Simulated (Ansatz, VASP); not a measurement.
# PdPt (Pt-Pd stack, (111) layers) in two plane-wave programs, part 2 of 2

Wanted: the spread between two codes on one cell, functional and k mesh. Of the first pair: The structure shown is the start of the Ansatz relaxation below; VASP solves that cell, so the two are compared at the walk's first step.

VASP 6.6.1 and Ansatz 0.2.0.

So far. Step 3 (VASP: single point, PBEsol, start cell, pair 1): The run ends at a pressure of -1.99 GPa, with forces up to 0.059 eV/Å.

### Step 6. VASP: single point, PBEsol, relaxed cell, pair 2

Level of this step: PBEsol; plane waves and PAW (Pt, Pd) (VASP).

The same cell, functional, mesh and smearing now go to VASP, with its own data sets.

File INCAR:

```
SYSTEM = PdPt
PREC = Accurate
ENCUT = 400
EDIFF = 1E-06
NELM = 120
ISMEAR = 0
SIGMA = 0.1
LREAL = .FALSE.
ALGO = Normal
GGA = PS
NBANDS = 16
LASPH = .TRUE.
LORBIT = 11
LWAVE = .FALSE.
LCHARG = .FALSE.
ISIF = 2
LDIPOL = .TRUE.
IDIPOL = 3
DIPOL = 0.5 0.5 0.234
LVHAR = .TRUE.
GGA_COMPAT = .FALSE.
NELMDL = -8
```

File POSCAR:

```
PdPt
1.0
    2.6548687016     -0.0000027862      0.0000000000
   -1.3274319378      2.2991851324      0.0000000000
    0.0000000000      0.0000000000     28.2917840871
Pt Pd
1 1
Direct
    0.0000000000      0.0000000000      0.1930237487
    0.3333333333      0.6666666667      0.2751648236
```

File KPOINTS:

```
Automatic mesh
0
Gamma
12 12 1
0 0 0
```

PAW data sets: Pt and Pd (PBE family, release 64).

Started as:

```
$ mpirun -np 1 vasp_std
```

Numbers of over 12 decimals in the logs are rounded to 6 here.

What it wrote:

```text
[banner, memory and clock lines left out]
running    1 mpi-ranks, on    1 nodes
[...]
[... a notice as in an earlier step ...]

 LDA part: xc-table for (Slater+PW92), standard interpolation
 POSCAR, INCAR and KPOINTS ok, starting setup
[...]
entering main loop
       N       E                     dE             d eps       ncg     rms          rms(c)
DAV:   1     0.113836944687E+03    0.11384E+03   -0.66463E+03   632   0.777E+02
DAV:   2    -0.820877529542E+01   -0.12205E+03   -0.11414E+03   856   0.174E+02
DAV:   3    -0.124996864948E+02   -0.42909E+01   -0.42250E+01   688   0.406E+01
DAV:   4    -0.125534811820E+02   -0.53795E-01   -0.53731E-01   952   0.467E+00
[...]
DAV:  26    -0.116792066367E+02   -0.25894E-05   -0.96408E-08   688   0.100E-03    0.742E-04
DAV:  27    -0.116792078009E+02   -0.11642E-05   -0.33014E-08   664   0.784E-04    0.487E-04
DAV:  28    -0.116792080435E+02   -0.24262E-06   -0.26823E-09   696   0.303E-04
   1 F= -.11679208E+02 E0= -.11666360E+02  d E =-.256957E-01
```

Parts of OUTCAR (step 6):

```text
  Total       -0.1206481     -0.1206481     -0.0919999     -0.0000000     -0.0000000      0.0000000
  in kB       -1.1193193     -1.1193193     -0.8535341     -0.0000000     -0.0000000      0.0000000
  external PRESSURE =      -1.0307242 kB  Pullay stress =       0.0000000 kB

 POSITION                                       TOTAL-FORCE (eV/Angst)
 -----------------------------------------------------------------------------------
      0.00000      0.00000      5.46099         0.000000      0.000000      0.013498
      0.00000      1.53279      7.78490        -0.000000     -0.000000     -0.013498
 -----------------------------------------------------------------------------------
    total drift:                                0.000000      0.000000      0.000624

  FREE ENERGIE OF THE ION-ELECTRON SYSTEM (eV)
  ---------------------------------------------------
  free  energy   TOTEN  =       -11.6792080435 eV

  energy  without entropy=      -11.6535122998  energy(sigma->0) =      -11.66636017

[... 1 part as in an earlier step ...]

[... 2 further parts left out ...]
[key lines of the parts left out:]
E-fermi :  -2.7816
```

The run ends at a pressure of -0.10 GPa, with forces up to 0.013 eV/Å.

### Step 7. Side by side

What differs besides the data sets and the points named for the pairs above, as far as they apply: the data sets hold 36 valence electrons in Ansatz (on its default PAW (the set named soft_2) files) and 20 in VASP. Total energies have different zeros and are not compared.

The largest component of a force difference here is 14 meV/Å. Where the cell holds vacuum, a pressure given here is an average over it and none of the material.

### Step 8. Ansatz: relaxation, PBEsol

This run makes the geometry at which the two programs are then compared.

The structure compared here is the end of the Ansatz relaxation.

File input.yaml:

```yaml
crystal:
  lattice:
    - [2.6548687016, -2.7862e-06, 0.0]
    - [-1.3274319378, 2.2991851324, 0.0]
    - [0.0, 0.0, 28.2917840871]
  atoms:
    - { symbol: Pt, position: [0.0, 0.0, 0.1930237487] }
    - { symbol: Pd, position: [0.3333333333, 0.6666666667, 0.2751648236] }
  periodic: [true, true, false]
kpoints:
  mp_grid: { grid: [12, 12, 1] }
hamiltonian:
  xc: pbesol
scf:
  occupations: { method: methfessel_paxton, width: 0.2 }
output:
  forces: true
  stress: true
  eigenvalues: true
relax:
  adjacent_minimum: "off"
  f_tol: 0.001
  max_steps: 60
  cell: { stress_2d_tol: 0.002 }
```

Started as:

```
$ ansatz run input.yaml --threads 4 --pin off --max-ram 8192MiB --backend cpu --events-out ev --progress --plain --runs-dir out
```

What it wrote:

```text
[...]
Crystal: 2 atoms, lattice volume = 172.694 Å³
Basis set: ecut = 420 eV, 3461 PW (Γ), exchange–correlation on 36×36×384 points (8 copies of the dense FFT grid, shifted against one another)
Bands: 22, of which v1, the nominal top of the filled ones, is band 18 counted from 1 (17 counted from 0)
Symmetry: 6 space group operations
[...]
k-points: 19 of 144 (time reversal used)
[...]
k-point 18: bands = [... 14 lower, -8.2082, -6.9998, -6.0924, -5.8833, 0.7462, 2.2665, 2.4179, 3.2616]
--- Relaxed structure (4 steps of the walk, 4 accepted, 1 SCFs on fresh bases) ---
[...]
cell:  # Å, volume = 172.6241 Å³
    - [2.654332, -2.785682964973988e-6, 0]
    - [-1.327164, 2.298720, 0]
    - [0, 0, 28.2917840871]
  atoms:
    - { symbol: Pt, position: [0, -3.701949167415034e-17, 0.192997] }
    - { symbol: Pd, position: [0.333333, 0.666667, 0.275191] }
[key lines of the parts left out:]
SCF converged after 12 iterations
Free energy (F): -19289.205179 eV
Fermi energy:    -5.519527 eV
P = ½ c Tr σ = -0.0018 N/m
```

### Step 9. VASP: single point, PBEsol, relaxed cell, pair 3

The same cell, functional, mesh and smearing now go to VASP, with its own data sets.

Changes to INCAR since step 6:

```diff
@@ -5,4 +5,4 @@
 NELM = 120
-ISMEAR = 0
-SIGMA = 0.1
+ISMEAR = 1
+SIGMA = 0.2
 LREAL = .FALSE.
```

File POSCAR:

```
PdPt
1.0
    2.6543320248     -0.0000027857      0.0000000000
   -1.3271635999      2.2987203564      0.0000000000
    0.0000000000      0.0000000000     28.2917840871
Pt Pd
1 1
Direct
    0.0000000000      0.0000000000      0.1929972709
    0.3333333333      0.6666666667      0.2751913014
```

KPOINTS is that of step 6.

Started as:

```
$ mpirun -np 1 vasp_std
```

What it wrote:

```text
[... set-up lines as in an earlier step ...]
 entering main loop
       N       E                     dE             d eps       ncg     rms          rms(c)
DAV:   1     0.114029610055E+03    0.11403E+03   -0.65967E+03   632   0.773E+02
DAV:   2    -0.850839453937E+01   -0.12254E+03   -0.11417E+03   856   0.176E+02
DAV:   3    -0.124926806261E+02   -0.39843E+01   -0.39293E+01   696   0.398E+01
DAV:   4    -0.125428486676E+02   -0.50168E-01   -0.50111E-01   952   0.449E+00
[...]
DAV:  25    -0.116701837056E+02   -0.58577E-05   -0.35361E-07   672   0.237E-03    0.989E-04
DAV:  26    -0.116701847797E+02   -0.10741E-05   -0.36979E-08   696   0.113E-03    0.738E-04
DAV:  27    -0.116701855576E+02   -0.77788E-06   -0.15466E-08   640   0.688E-04
   1 F= -.11670186E+02 E0= -.11665908E+02  d E =-.128330E-01
```

OUTCAR, selected parts (step 9):

```text
  Total       -0.1247600     -0.1247600     -0.0968978     -0.0000000      0.0000000     -0.0000000
  in kB       -1.1579356     -1.1579356     -0.8993378     -0.0000000      0.0000000     -0.0000000
  external PRESSURE =      -1.0717363 kB  Pullay stress =       0.0000000 kB

 POSITION                                       TOTAL-FORCE (eV/Angst)
 -----------------------------------------------------------------------------------
      0.00000      0.00000      5.46024         0.000000     -0.000000      0.015558
      0.00000      1.53248      7.78565        -0.000000      0.000000     -0.015558
 -----------------------------------------------------------------------------------
    total drift:                                0.000000      0.000000      0.000670

  FREE ENERGIE OF THE ION-ELECTRON SYSTEM (eV)
  ---------------------------------------------------
  free  energy   TOTEN  =       -11.6701855576 eV

  energy  without entropy=      -11.6573525375  energy(sigma->0) =      -11.66590788

[... 1 part as in an earlier step ...]

[... 2 further parts left out ...]
[key lines of the parts left out:]
E-fermi :  -2.7906
```

The run ends at a pressure of -0.11 GPa, with forces up to 0.016 eV/Å.

### Step 10. Side by side

What differs besides the data sets and the points named for the pairs above, as far as they apply: the data sets hold 36 valence electrons in Ansatz (on its default PAW (the set named soft_2) files) and 20 in VASP. Total energies have different zeros and are not compared.

The largest component of a force difference here is 16 meV/Å. Where the cell holds vacuum, a pressure given here is an average over it and none of the material.

### Step 11. Results

```yaml
r_m_s_force_difference_single_point_pbesol_start_cell_pair_1: 11 meV/Å
r_m_s_force_difference_single_point_pbesol_relaxed_cell_pair_2: 7.9 meV/Å
r_m_s_force_difference_single_point_pbesol_relaxed_cell_pair_3: 9.0 meV/Å
```

What this shows: The r.m.s. force difference is 11 meV/Å (single point, PBEsol, start cell, pair 1), within the 12 meV/Å picked in this series as the mark of a large difference. The data sets hold unlike numbers of valence electrons (36 in Ansatz and 20 in VASP), so part of the differences may come from the potentials. Such differences can come from data sets, numerical settings and the points named under the comparisons, not from the functional's error against experiment.

[Lines on the potential files, build, host, timing and source positions are cut from VASP's logs without a mark.]

[Logs are printed without paths, hosts, clocks, repeated set-up lines and the standing remarks that a program may print on its own settings, such as how far it seeks lower states.]

[Hosts, paths, dates, database ids (printed as entryN), source tags and the programs' standing remarks are cut or masked in the printed files.]
